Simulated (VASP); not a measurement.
Here is the system:

```
CELL_PARAMETERS angstrom
      1.81036    -3.13564     0.00000
      1.81036     3.13564     0.00000
      0.00000     0.00000     4.92135
ATOMIC_POSITIONS crystal
  Pt 0.00000 0.00000 0.00000
  S  0.33333 0.66667 0.25069
  S  0.66667 0.33333 0.74931
```

Computed with optB86b-vdW, VASP's PBE PAW potentials (set 64) (plane waves; VASP). Run with 520 eV cut-off, 7×7×5 Γ-centred mesh, Gaussian smearing of 0.050 eV, potentials Pt S.

The ions and cell shape at fixed volume are relaxed. What does this cell relax into?

```
CELL_PARAMETERS angstrom
      1.79164    -3.10321     0.00000
      1.79164     3.10321     0.00000
      0.00000     0.00000     5.02474
ATOMIC_POSITIONS crystal
  Pt 0.00000 0.00000 0.00000
  S  0.33333 0.66667 0.24387
  S  0.66667 0.33333 0.75613
```
Space group P-3m1 (164), at a tolerance of 0.03 Å.

How much energy does the relaxation gain?

The energy (σ→0) changes by -5.8 meV/atom, in 6 ionic steps.

| step | E(σ→0) (eV) | max force (eV/Å) | pressure (GPa) | volume (Å³) |
|---|---|---|---|---|
| 1 | -10.2533 | 0.336 | -3.82 | 55.87 |
| 2 | -10.2643 | 0.164 | -2.52 | 55.87 |
| 3 | -10.2692 | 0.040 | -0.97 | 55.87 |
| 4 | -10.2692 | 0.056 | -0.84 | 55.87 |
| 5 | -10.2704 | 0.023 | -0.68 | 55.87 |
| 6 | -10.2706 | 0.002 | -0.57 | 55.87 |

The compound is PtS2 in the 1T layered structure. This cell is one point of a volume scan, at 1.03 of the reference volume. Symmetry was kept, so distortions that lower it aren't found.
